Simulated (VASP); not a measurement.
An input for Quantum ESPRESSO's pw.x (written as the equivalent of a VASP run, and not itself run):

```
&CONTROL
  calculation = 'scf'
  pseudo_dir = './pseudo'
  outdir = './out'
  tprnfor = .true.
  tstress = .true.
/
&SYSTEM
  ibrav = 0
  nat = 2
  ntyp = 2
  ecutwfc = 82
  occupations = 'smearing'
  smearing = 'methfessel-paxton'
  degauss = 0.00735
  input_dft = 'vdw-df2'
/
&ELECTRONS
  conv_thr = 7.3e-09
  electron_maxstep = 100
/
ATOMIC_SPECIES
  Ta 180.948 Ta.upf
  C 12.011 C.upf
CELL_PARAMETERS angstrom
     0.0000000    2.2323359    2.2323359
     2.2323359    0.0000000    2.2323359
     2.2323359    2.2323359    0.0000000
ATOMIC_POSITIONS crystal
  Ta   0.0000000  0.0000000  0.0000000
  C    0.5000000  0.5000000  0.5000000
K_POINTS automatic
  14 14 14 0 0 0
```

Task: Write the VASP files for the same calculation (vdW-DF2).

Result: Several could match; the one computed here: 
### INCAR
```
SYSTEM  =  TaC
PREC  =  Accurate; ENCUT  =  520; LREAL  =  .FALSE.
LASPH  =  .TRUE.
EDIFF  =  1E-7; NELM  =  100; ALGO  =  Normal
LMAXMIX  =  6
ISMEAR  =  1; SIGMA  =  0.1
GGA  =  ML; LUSE_VDW  =  .TRUE.; AGGAC  =  0.0
ZAB_VDW  =  -1.8867
ISIF  =  2
LWAVE  =  .FALSE.; LCHARG  =  .FALSE.
```

### KPOINTS
```
Automatic mesh
0
Gamma
14 14 14
0 0 0
```

### POSCAR
```
TaC
1
    0.0000000000     2.2323359282     2.2323359282
    2.2323359282     0.0000000000     2.2323359282
    2.2323359282     2.2323359282     0.0000000000
Ta C
1 1
Direct
  0.0000000000   0.0000000000   0.0000000000
  0.5000000000   0.5000000000   0.5000000000
```

POTCAR, in this order: Ta_pv C (PBE.64 set). Program: vasp_std.

The two are equivalent in intent, not identical: the potentials are each code's own (VASP's PAW set, PseudoDojo norm-conserving files in pw.x), so ENCUT and ecutwfc are chosen apart and not converted; conv_thr bounds pw.x's estimated SCF error, while EDIFF bounds the energy change between steps.

The compound is TaC in the rock salt structure. This cell is one point of a volume scan, at 0.94 of the reference volume.
